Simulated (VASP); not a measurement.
An input for Quantum ESPRESSO's pw.x (written as the equivalent of a VASP run, and not itself run):

```
&CONTROL
  calculation = 'scf'
  pseudo_dir = './pseudo'
  outdir = './out'
  tprnfor = .true.
  tstress = .true.
/
&SYSTEM
  ibrav = 0
  nat = 2
  ntyp = 2
  ecutwfc = 84
  occupations = 'smearing'
  smearing = 'gaussian'
  degauss = 0.00735
  input_dft = 'pbe'
/
&ELECTRONS
  conv_thr = 7.3e-08
  electron_maxstep = 100
/
ATOMIC_SPECIES
  Ru 101.070 Ru.upf
  Te 127.600 Te.upf
CELL_PARAMETERS angstrom
     3.6665170    0.0000000    0.0000000
    -1.8332590    3.1752970    0.0000000
     0.0000000    0.0000000    3.5783390
ATOMIC_POSITIONS crystal
  Ru   0.0000000  0.0000000  0.0000000
  Te   0.6666670  0.3333330  0.5000000
K_POINTS automatic
  5 5 5 0 0 0
```

Q: Write the VASP files for the same calculation (PBE).

A: This is not unique; one that fits is 
### KPOINTS
```
Automatic mesh
0
Gamma
5 5 5
0 0 0
```

INCAR:
```
# general
SYSTEM  = TeRu
PREC    = Accurate
ENCUT   = 300
LREAL   = F
LASPH   = T

# electronic loop
EDIFF   = 1E-6
NELM    = 100
ALGO    = Normal
LMAXMIX = 4

# smearing
ISMEAR  = 0
SIGMA   = 0.1

# functional
GGA     = PE

# ions
ISIF    = 2

# output
LWAVE   = F
LCHARG  = F
```

### POSCAR
```
TeRu
3.6665170
  1.0000000000   0.0000000000   0.0000000000
 -0.5000001364   0.8660254405   0.0000000000
  0.0000000000   0.0000000000   0.9759504729
Ru Te
1 1
Cartesian
  0.0000000000   0.0000000000   0.0000000000
  0.5000004545   0.2886748582   0.4879752364
```

POTCAR, in this order: Ru_pv Te (PBE.64 set). Program: vasp_std.

Limits of the translation: the potentials are each code's own (VASP's PAW set, PseudoDojo norm-conserving files in pw.x), so ENCUT and ecutwfc are chosen apart and not converted; conv_thr bounds pw.x's estimated SCF error, while EDIFF bounds the energy change between steps.

The structure was generated: TeRu was put into an ordered model structure, which need not be its known phase. The cell was not relaxed at this level. The k-mesh is coarse (spacing up to 0.40 per Å, 2π included), so the numbers may not be converged in it.
